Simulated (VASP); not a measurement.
These are PBEsol GGA, VASP's PBE PAW potentials (set 64) (plane waves; VASP) values and carry that method's errors.

VASP input:

INCAR:
```
ALGO=Normal
EDIFF=1E-6
EDIFFG=-0.02
ENCUT=500
GGA=PS
IBRION=2
ISIF=3
ISMEAR=1
LASPH=T
LCHARG=F
LMAXMIX=4
LREAL=F
LWAVE=F
NELM=100
NSW=40
PREC=Accurate
PSTRESS=300
SIGMA=0.1
SYSTEM=CoSi2
```

**KPOINTS**
```
K-points
0
G
  10 10 10
```

File POSCAR:
```
CoSi2
1
    0.0000000000     2.5826173316     2.5826173316
    2.5826173316     0.0000000000     2.5826173316
    2.5826173316     2.5826173316     0.0000000000
Co Si
1 2
Direct
  0.0000000000   0.0000000000   0.0000000000
  0.2500000000   0.2500000000   0.2500000000
  0.7500000000   0.7500000000   0.7500000000
```

POTCAR, in this order: Co Si (PBE.64 set). Program: vasp_std.

Energy and stress use the plane-wave basis of the starting cell.

Question: Predict the energy per atom (σ→0), volume per atom, band gap (on the k-mesh).

Answer: 
- energy per atom (σ→0): -663.6 kJ/mol-atom
- band gap (on the k-mesh): none (metal, semimetal or under 0.01 eV)
- volume per atom: 11.11 Å^3/atom

**OSZICAR**
```
...
   3 F= -.14393096E+02 E0= -.14393454E+02  d E =-.367225E-01
       N       E                     dE             d eps       ncg     rms          rms(c)
DAV:   1    -0.206316174632E+02    0.59127E-02   -0.21486E-03  1268   0.985E-01    0.127E-01
DAV:   2    -0.206319688494E+02   -0.35139E-03   -0.45096E-03  1460   0.156E+00    0.186E-01
DAV:   3    -0.206314492815E+02    0.51957E-03   -0.21502E-03  1428   0.110E+00    0.251E-02
DAV:   4    -0.206314449653E+02    0.43162E-05   -0.38030E-05  1204   0.651E-02    0.700E-03
DAV:   5    -0.206314443342E+02    0.63111E-06   -0.13843E-06   700   0.253E-02
   4 F= -.14393136E+02 E0= -.14393494E+02  d E =-.367622E-01
```

The compound is CoSi2 in the fluorite structure. This run relaxes it under an external pressure of 30 GPa. Symmetry was kept, so distortions that lower it aren't found. The run is not spin-polarised, so no magnetic state was tried. The electron count is odd and the run is not spin-polarised, which forces a metal.
